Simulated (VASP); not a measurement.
# HC18S in VASP: further runs

One slab, HC18S, is run at these levels: LDA; tasks: single point.

All numbers are computed with VASP 6.6.1; they aren't measurements. Logs are shortened: lines on timing, memory, paths and dates and some standing lists are left out, and cuts for length are marked.

## (1) The structure

The cell holds a slab with vacuum, 20 atoms: a = 7.398 Å, b = 7.398 Å, c = 11.000 Å, α = 90.00°, β = 90.00°, γ = 120.00°.

The cell was built by a generator and needn't be a form met in nature.

## (2) Single point, LDA, collinear spin, typed start

INCAR

```
ALGO     = Normal         # electronic algorithm
EDIFF    = 1E-6           # SCF threshold, eV
ENCUT    = 520            # plane-wave cutoff, eV
ISIF     = 2              # what is computed and relaxed
ISMEAR   = 0              # smearing method
ISPIN    = 2              # spin polarisation
LASPH    = True           # aspherical terms in the spheres
LCHARG   = True           # write CHGCAR
LELF     = True           # ELF
LORBIT   = 11             # projections on sites
LREAL    = Auto         
LVHAR    = True         
LWAVE    = False          # write WAVECAR
MAGMOM   = 0 0 0 0 0 0 0 0 0 0 0 0 0 0 0 0 0 0 1 0 # initial moments
NBANDS   = 60             # bands
NELM     = 150            # most SCF steps
PREC     = Accurate       # precision mode
SIGMA    = 0.05           # smearing width, eV
```

KPOINTS

```
k-points
0
Gamma
  2 2 1
```

POSCAR

```
HC18S
1.0
    7.3980000000      0.0000000000      0.0000000000
   -3.6990000000      6.4068560000      0.0000000000
    0.0000000000      0.0000000000     11.0000000000
C S H
18 1 1
Direct
    0.0105544311      0.0038366182      0.0851382562
    0.2327445689      0.1148567552      0.0847295818
    0.0093870972      0.3366133086      0.0860786020
    0.2325788828      0.4482264831      0.0936057727
    0.0105433994      0.6706102171      0.0851337418
    0.2327661569      0.7819013798      0.0847700068
    0.3437769978      0.0038211177      0.0840204327
    0.5659377810      0.1149388990      0.0843743257
    0.3441032457      0.3365862593      0.0872709880
    0.5659882925      0.4481437275      0.0850487882
    0.3441506589      0.6714634075      0.0874805535
    0.5659935429      0.7818285015      0.0850803944
    0.6769526320      0.0039187380      0.0841817988
    0.8994542984      0.1153279154      0.0847869246
    0.6769780972      0.3369571917      0.0842031609
    0.8994378513      0.4480873148      0.0848219345
    0.6770908358      0.6704803630      0.0855890648
    0.8994131589      0.7816621898      0.0851898168
    0.2406688367      0.4556158406      0.3330642902
    0.4515366349      0.5577357724      0.3217953657
```

Potentials or basis: VASP PAW LDA potentials, release 64 (C, S, H).

Command:

```
> cat potpaw_LDA.64/C/POTCAR potpaw_LDA.64/S/POTCAR potpaw_LDA.64/H/POTCAR > POTCAR
> mpirun -np 1 vasp_std > vasp.out
```

OUTCAR:

```text
EDIFF = 1E-6
   ENCUT = 520
   ISIF = 2
   ISMEAR = 0
   ISPIN = 2
   LASPH = True
   LORBIT = 11
   LREAL = Auto
   NELM = 150
   PREC = Accurate

 ion  position               nearest neighbor table
   1  0.011  0.004  0.085-  18 1.42   2 1.42  14 1.43
   2  0.233  0.115  0.085-   9 1.42   7 1.42   1 1.42
   3  0.009  0.337  0.086-  14 1.42  16 1.42   4 1.43
   4  0.233  0.448  0.094-   9 1.43  11 1.43   3 1.43
   5  0.011  0.671  0.085-  18 1.42   6 1.42  16 1.43
   6  0.233  0.782  0.085-  11 1.42   7 1.42   5 1.42
[... 10 lines left out ...]
  17  0.677  0.670  0.086-  18 1.42  10 1.42  12 1.43
  18  0.899  0.782  0.085-   1 1.42   5 1.42  17 1.42
  19  0.241  0.456  0.333-  20 1.36
  20  0.452  0.558  0.322-  19 1.36

  LATTYP: Found a hexagonal cell.
 ALAT       =     7.3980000000
 C/A-ratio  =     1.4868883482

  Lattice vectors:

 A1 = (   7.3980000000,   0.0000000000,   0.0000000000)
 A2 = (  -3.6990000000,   6.4068560000,   0.0000000000)
 A3 = (   0.0000000000,   0.0000000000,  11.0000000000)

Analysis of symmetry for initial positions (statically):
=====================================================================
 Subroutine PRICEL returns:
 Original cell was already a primitive cell.

 Routine SETGRP: Setting up the symmetry group for a
 hexagonal supercell.

 Subroutine GETGRP returns: Found  1 space group operations
 (whereof  1 operations were pure point group operations)
 out of a pool of 24 trial point group operations.

The static configuration has the point symmetry C_1 .

Analysis of symmetry for dynamics (positions and initial velocities):
=====================================================================
 Subroutine PRICEL returns:
 Original cell was already a primitive cell.

 Routine SETGRP: Setting up the symmetry group for a
 hexagonal supercell.

 Subroutine GETGRP returns: Found  1 space group operations
 (whereof  1 operations were pure point group operations)
 out of a pool of 24 trial point group operations.

The dynamic configuration has the point symmetry C_1 .

Analysis of structural, dynamic, and magnetic symmetry:
=====================================================================
 Subroutine PRICEL returns:
 Original cell was already a primitive cell.

 Routine SETGRP: Setting up the symmetry group for a
 hexagonal supercell.

 Subroutine GETGRP returns: Found  1 space group operations
 (whereof  1 operations were pure point group operations)
 out of a pool of 24 trial point group operations.

The overall configuration has the point symmetry C_1 .

 Subroutine INISYM returns: Found  1 space group operations
 (whereof  1 operations are pure point group operations),
 and found     1 'primitive' translations

----------------------------------------------------------------------------------------

                                     Primitive cell

  volume of cell :     521.3771

  direct lattice vectors                    reciprocal lattice vectors
     7.398000000  0.000000000  0.000000000     0.135171668  0.078041398  0.000000000
    -3.699000000  6.406856000  0.000000000     0.000000000  0.156082796  0.000000000
     0.000000000  0.000000000 11.000000000     0.000000000  0.000000000  0.090909091

  length of vectors
     7.398000000  7.398000054 11.000000000     0.156082797  0.156082796  0.090909091

  position of ions in fractional coordinates (direct lattice)
     0.010554431  0.003836618  0.085138256
     0.232744569  0.114856755  0.084729582
     0.009387097  0.336613309  0.086078602
     0.232578883  0.448226483  0.093605773
     0.010543399  0.670610217  0.085133742
     0.232766157  0.781901380  0.084770007
[... 12 lines left out ...]
     0.240668837  0.455615841  0.333064290
     0.451536635  0.557735772  0.321795366

  ion indices of the primitive-cell ions
   primitive index   ion index
                 1           1
                 2           2
                 3           3
                 4           4
                 5           5
[... 35 lines left out ...]
     0.000000000  0.000000000  0.000000000

 Subroutine IBZKPT returns following result:
 ===========================================

 Found      4 irreducible k-points:

 Following reciprocal coordinates:
            Coordinates               Weight
  0.000000  0.000000  0.000000      1.000000
  0.500000 -0.000000  0.000000      1.000000
  0.000000  0.500000  0.000000      1.000000
  0.500000  0.500000  0.000000      1.000000
   k-points           NKPTS =      4   k-points in BZ     NKDIM =      4   number of bands    NBANDS=     60
   number of dos      NEDOS =    301   number of ions     NIONS =     20
   total plane-waves  NPLWV = 263424
   dimension x,y,z NGX =    56 NGY =   56 NGZ =   84
   dimension x,y,z NGXF=   112 NGYF=  112 NGZF=  168
   ions per type =              18   1   1
   NGX,Y,Z   is equivalent  to a cutoff of  12.58, 12.58, 12.70 a.u.
   NGXF,Y,Z  is equivalent  to a cutoff of  25.17, 25.17, 25.39 a.u.
 SYSTEM =  unknown system
   PREC   = accura    normal or accurate (medium, high low for compatibility)
   ISTART =      0    job   : 0-new  1-cont  2-samecut
   ICHARG =      2    charge: 1-file 2-atom 10-const
   ISPIN  =      2    spin polarized calculation?
   LNONCOLLINEAR =      F non collinear calculations
   LSORBIT =      F    spin-orbit coupling
   LASPH  =      T    aspherical Exc in radial PAW
   ENCUT  =  520.0 eV  38.22 Ry    6.18 a.u.  13.76 13.76 20.45*2*pi/ulx,y,z
   NELM   =    150;   NELMIN=  2; NELMDL= -5     # of ELM steps
   EDIFF  = 0.1E-05   stopping-criterion for ELM
   LREAL  =      T    real-space projection
   EDIFFG = 0.1E-04   stopping-criterion for IOM
   NSW    =      0    number of steps for IOM
[... 5 lines left out ...]
   TEBEG  =    0.0;   TEEND  =   0.0 temperature during run
   PSTRESS=    0.0 pullay stress
   NELECT =      79.0000    total number of electrons
   NUPDOWN=      -1.0000    fix difference up-down
   EMIN   =  10.00;   EMAX   =-10.00  energy-range for DOS
[... 5 lines left out ...]
     AMIX     =   0.40;   BMIX     =  1.00
     AMIX_MAG =   1.60;   BMIX_MAG =  1.00
  volume/ion in A,a.u.               =      26.07       175.92
  Fermi-wavevector in a.u.,A,eV,Ry     =   0.872770  1.649296 10.363934  0.761728
  Thomas-Fermi vector in A             =   1.992066
   LORBIT       =     11    0 simple, 1 ext, 2 COOP (PROOUT), +10 PAW based schemes
   GGA     = CA    functional components
   LHFCALC =     F    Hartree Fock is set to
   AEXX    =    0.0000 exact exchange contribution
   IVDW    =     0    specifies the selected vdW correction
   LEPSILON=     F    determine dielectric tensor
   LRPA    =     F    only Hartree local field effects (RPA)
 spin polarized calculation
 Gauss-broadening in eV      SIGMA  =   0.05
  energy-cutoff  :      520.00
  volume of cell :      521.38
 maximum number of plane-waves:     14099
 NGX is ok and might be reduce to    56
   NGX = 27   NGY = 27   NGZ = 41

 number of electron      79.0000001 magnetization       0.4539751

 Free energy of the ion-electron system (eV)
  ---------------------------------------------------
  ext. energy  EPLUGINS =         0.00000000
  ---------------------------------------------------
  free energy    TOTEN  =      -187.67496749 eV

  energy without entropy =     -187.65815162  energy(sigma->0) =     -187.66655956

 E-fermi :  -1.9146     XC(G=0):  -4.7287

 val. band max:       -1.9289511013   @ k =   0.0000   0.0000   0.0000
 cond. band min:      -1.9145558091   @ k =   0.0000   0.5000   0.0000
 fundamental gap:      0.0143952921
 Fermi energy:        -1.9146326036

 spin component 1

 k-point     1 :       0.0000    0.0000    0.0000
  band No.  band energies     occupation
      1     -21.2280      1.00000
      2     -18.6976      1.00000
      3     -18.6667      1.00000
      4     -18.6633      1.00000
      5     -18.6513      1.00000
      6     -18.6431      1.00000
[... 205 lines left out ...]
     50       4.3728      0.00000
     51       4.4026      0.00000
 Fermi energy:        -1.9146326036

 spin component 2

 k-point     1 :       0.0000    0.0000    0.0000
  band No.  band energies     occupation
      1     -21.2227      1.00000
      2     -18.6853      1.00000
      3     -18.6731      1.00000
      4     -18.6541      1.00000
      5     -18.6438      1.00000
      6     -18.6424      1.00000
[... 205 lines left out ...]
     50       4.3760      0.00000
     51       4.4231      0.00000
 [bands above 51 left out]

------------------------ aborting loop because EDIFF is reached ----------------------------------------

  FORCE on cell =-STRESS in cart. coord.  units (eV):
  Direction    XX          YY          ZZ          XY          YZ          ZX
  --------------------------------------------------------------------------------------
  -------------------------------------------------------------------------------------
  Total       -9.7963656     -9.8302468     -0.2297623     -0.1563372      0.0027695      0.0094620
  in kB      -30.1039575    -30.2080735     -0.7060531     -0.4804198      0.0085105      0.0290765
  external PRESSURE =     -20.3393614 kB  Pullay stress =       0.0000000 kB

 VOLUME and BASIS-vectors are now :
 -----------------------------------------------------------------------------
  energy-cutoff  :      520.00
  volume of cell :      521.38
      direct lattice vectors                 reciprocal lattice vectors
     7.398000000  0.000000000  0.000000000     0.135171668  0.078041398  0.000000000
    -3.699000000  6.406856000  0.000000000     0.000000000  0.156082796  0.000000000
     0.000000000  0.000000000 11.000000000     0.000000000  0.000000000  0.090909091

 POSITION                                       TOTAL-FORCE (eV/Angst)
 -----------------------------------------------------------------------------------
      0.06389      0.02458      0.93652         0.001656     -0.005989      0.001065
      1.29699      0.73587      0.93203        -0.018522     -0.001043      0.001306
     -1.17569      2.15663      0.94686         0.005975      0.000491     -0.015798
      0.06263      2.87172      1.02966         0.001424      0.001102      0.039282
     -2.40259      4.29650      0.93647        -0.008818      0.009548      0.004689
     -1.17025      5.00953      0.93247        -0.001035     -0.006112     -0.004036
[... 12 lines left out ...]
      0.09515      2.91907      3.66371         0.062059      0.032709     -0.009676
      1.27740      3.57333      3.53975        -0.061260     -0.034458      0.004983
 -----------------------------------------------------------------------------------
    total drift:                                0.002629     -0.003314      0.020732

  FREE ENERGIE OF THE ION-ELECTRON SYSTEM (eV)
  ---------------------------------------------------
  free  energy   TOTEN  =      -187.6749674902 eV

  energy  without entropy=     -187.6581516233  energy(sigma->0) =     -187.66655956

 total charge

# of ion       s       p       d       tot
------------------------------------------
    1        0.854   1.785   0.000   2.638
    2        0.854   1.790   0.000   2.644
    3        0.853   1.792   0.000   2.646
    4        0.854   1.754   0.000   2.608
    5        0.853   1.785   0.000   2.639
    6        0.854   1.790   0.000   2.644
[... 12 lines left out ...]
   19        1.356   2.322   0.000   3.678
   20        0.543   0.037   0.000   0.580
--------------------------------------------------
tot         17.267  34.502   0.000  51.769

 magnetization (x)

# of ion       s       p       d       tot
------------------------------------------
    1        0.001   0.013   0.000   0.014
    2       -0.001  -0.024   0.000  -0.025
    3        0.002   0.042   0.000   0.045
    4        0.001  -0.006   0.000  -0.005
    5        0.001   0.015   0.000   0.016
    6       -0.001  -0.024   0.000  -0.025
[... 12 lines left out ...]
   19        0.005   0.217   0.000   0.222
   20       -0.003   0.001   0.000  -0.001
--------------------------------------------------
tot          0.005   0.253   0.000   0.258
```

Wall time 8.3 min (1 thread of Intel Xeon Platinum 8259CL at 2.50GHz (Skylake/Cascade Lake), shared host); peak memory 0.55 GiB.

What came out:

```yaml
Free_energy: -187.6750 eV
Largest_force: 0.071 eV/Å
Band_gap_on_the_k_mesh: none (metal or under the smearing width)
Net_moment: 0.45 μB per cell
Site_moments: C +0.01, -0.03, +0.04, -0.01, +0.02; S +0.22; H -0.00 μB
Valence_electrons_inside_the_program's_atomic_spheres: C 2.64, 2.65, 2.61, 2.63; S 3.68; H 0.58
```

Forces on the atoms (eV/Å):
```
C    0.002 -0.006  0.001
C   -0.019 -0.001  0.001
C    0.006  0.000 -0.016
C    0.001  0.001  0.039
C   -0.009  0.010  0.005
C   -0.001 -0.006 -0.004
C    0.010  0.001 -0.004
C   -0.004 -0.007  0.001
C    0.003 -0.009 -0.005
C   -0.004  0.006  0.000
C    0.001  0.006 -0.008
C   -0.010 -0.004 -0.006
C    0.003 -0.004 -0.002
C    0.010 -0.002  0.002
C    0.001  0.006 -0.003
C   -0.001  0.007 -0.001
C    0.018  0.005  0.004
C   -0.009 -0.001  0.002
S    0.062  0.033 -0.010
H   -0.061 -0.034  0.005
```

Caveat: the k mesh is coarse (spacing up to 0.49 Å⁻¹), so the values aren't converged.

## (3) Single point, LDA, collinear spin, typed start

INCAR

```
PREC = Accurate
ENCUT = 520
EDIFF = 1E-6
ISMEAR = 0
SIGMA = 0.05
LREAL = Auto
LASPH = True
NELM = 150
ALGO = Fast
ISIF = 2
LWAVE = False
LCHARG = False
ISPIN = 2
MAGMOM = 0 0 0 0 0 0 0 0 0 0 0 0 0 0 0 0 0 0 1 0
LORBIT = 11
GGA = CA
NBANDS = 60
```

KPOINTS

```
Automatic mesh
0
Gamma
  2 2 1
```

POSCAR

```
HC18S
1.0
    7.3980000000      0.0000000000      0.0000000000
   -3.6990000000      6.4068560000      0.0000000000
    0.0000000000      0.0000000000     11.0000000000
C S H
18 1 1
Direct
    0.0027543027     -0.0024301061      0.0824389387
    0.2242630685      0.1081112501      0.0781642687
   -0.0033078567      0.3268966221      0.0877408170
    0.2214905188      0.4357305444      0.1071917230
    0.0012627152      0.6639748083      0.0822976215
    0.2212529295      0.7767929584      0.0867392222
    0.3343811274     -0.0032712332      0.0799587550
    0.5542629383      0.1101047494      0.0846437316
    0.3365858893      0.3272565773      0.0827159762
    0.5545802611      0.4391473863      0.0769400261
    0.3351262118      0.6656552911      0.1093792220
    0.5590039832      0.7708044330      0.0901239144
    0.6688570098     -0.0031205529      0.1106440417
    0.8946422714      0.1114401785      0.0865482418
    0.6659828998      0.3285732932      0.0791192297
    0.8890954943      0.4408970133      0.0838813008
    0.6663191197      0.6635875773      0.0797788498
    0.8914390780      0.7768588513      0.0802400154
    0.2785328107      0.5507051072      0.2682295287
    0.6664381674      0.9937666411      0.2141336457
```

Potentials or basis: VASP PAW LDA potentials, release 64 (C, S, H).

Command:

```
> cat potpaw_LDA.64/C/POTCAR potpaw_LDA.64/S/POTCAR potpaw_LDA.64/H/POTCAR > POTCAR
> mpirun -np 1 vasp_std > vasp.out
```

Wall time 6.5 min (1 thread of Intel Xeon 6975P-C (Granite Rapids), shared host); peak memory 0.57 GiB.

The run converged. Its results:

* Free energy: -185.9058 eV
* Largest force: 0.130 eV/Å
* Band gap on the k mesh: none (metal or under the smearing width)
* Net moment: 0.48 μB per cell
* Site moments: C -0.01, +0.01, +0.00, +0.05, +0.06, -0.00, +0.03, +0.02; S +0.01; H +0.03 μB
* Valence electrons inside the program's atomic spheres: C 2.65, 2.67, 2.66, 2.59, 2.64, 2.63; S 3.66; H 0.61

Forces in eV/Å, atoms in the order of the input:
```
C   -0.047  0.043 -0.007
C    0.014  0.043 -0.002
C   -0.009  0.064  0.000
C    0.005  0.034  0.069
C    0.026  0.128  0.003
C    0.006 -0.082 -0.026
C    0.005  0.005 -0.004
C   -0.012 -0.037 -0.015
C    0.001  0.004  0.009
C   -0.007 -0.005 -0.009
C    0.019  0.008  0.049
C    0.000 -0.063 -0.075
C    0.004  0.021  0.045
C    0.022 -0.067 -0.006
C   -0.016  0.020 -0.009
C    0.032 -0.094  0.007
C   -0.042  0.050 -0.005
C   -0.003 -0.086  0.004
S    0.002 -0.026 -0.098
H   -0.002  0.040  0.068
```

Levels at points of the mesh, in eV from the Fermi level:
Spin up:
```tsv
k point	band 37	band 38	band 39	band 40	band 41	band 42	band 43	band 44
(0.00, 0.00, 0.00)	-1.72	-1.55	-1.29	-0.21	0.57	1.69	2.68	3.38
(0.50, 0.00, 0.00)	-2.65	-1.69	-1.41	-0.02	1.03	1.86	2.25	2.33
(0.00, 0.50, 0.00)	-2.71	-1.52	-0.97	-0.10	0.29	1.94	2.25	2.49
(0.50, 0.50, 0.00)	-2.76	-1.62	-1.36	0.02	0.92	1.85	2.21	2.34
```
Spin down:
| k point | band 35 | band 36 | band 37 | band 38 | band 39 | band 40 | band 41 | band 42 | band 43 | band 44 |
| --- | --- | --- | --- | --- | --- | --- | --- | --- | --- | --- |
| (0.00, 0.00, 0.00) | -3.24 | -2.64 | -1.65 | -1.53 | -1.24 | -0.11 | 0.61 | 1.76 | 2.72 | 3.41 |
| (0.50, 0.00, 0.00) | -3.46 | -2.87 | -2.64 | -1.67 | -1.37 | 0.15 | 1.08 | 1.88 | 2.30 | 2.37 |
| (0.00, 0.50, 0.00) | -3.36 | -2.87 | -2.69 | -1.50 | -0.92 | 0.06 | 0.34 | 1.97 | 2.28 | 2.54 |
| (0.50, 0.50, 0.00) | -3.48 | -2.93 | -2.70 | -1.59 | -1.33 | 0.13 | 0.97 | 1.88 | 2.27 | 2.40 |

Caveat: the k mesh is coarse (spacing up to 0.49 Å⁻¹), so the values aren't converged.
